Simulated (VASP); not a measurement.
Consider the following.

```
Dy
1.0
    1.84091    -3.18854     0.00000
    1.84091     3.18854     0.00000
    0.00000     0.00000     5.67961
Dy
2
Direct
  0.33333   0.66667   0.25000
  0.66667   0.33333   0.75000
```

Method: RPBE GGA, VASP's PBE PAW potentials (set 64) (plane waves; VASP 6.6.1). Numerical set-up: 520 eV cut-off, Gaussian smearing of 0.050 eV, potentials Dy_3.

The 4f electrons are frozen in the core of the lanthanide potential, so 4f levels, which can set the real gap, and their magnetism are missing.

Q: Give the energies of bands 7 to 12 at the high-symmetry points, in eV from the Fermi level.

A: 
| band | Γ | M | K | A | L | H |
|---|---|---|---|---|---|---|
| 7 | -4.99 | -1.87 | -0.77 | -3.44 | -1.80 | -0.51 |
| 8 | -2.02 | -1.27 | -0.75 | -3.44 | -1.80 | -0.51 |
| 9 | 1.16 | -0.83 | -0.75 | 1.06 | 0.11 | -0.37 |
| 10 | 1.79 | -0.09 | -0.43 | 1.06 | 0.11 | -0.37 |
| 11 | 1.79 | 1.44 | 1.17 | 1.68 | 1.49 | 0.49 |
| 12 | 2.27 | 1.57 | 1.17 | 1.68 | 1.49 | 0.49 |

It has no gap at this level: it comes out as a metal or semimetal.

The compound is Dy in the hcp structure. It was relaxed first, which changed the volume by +6 %.
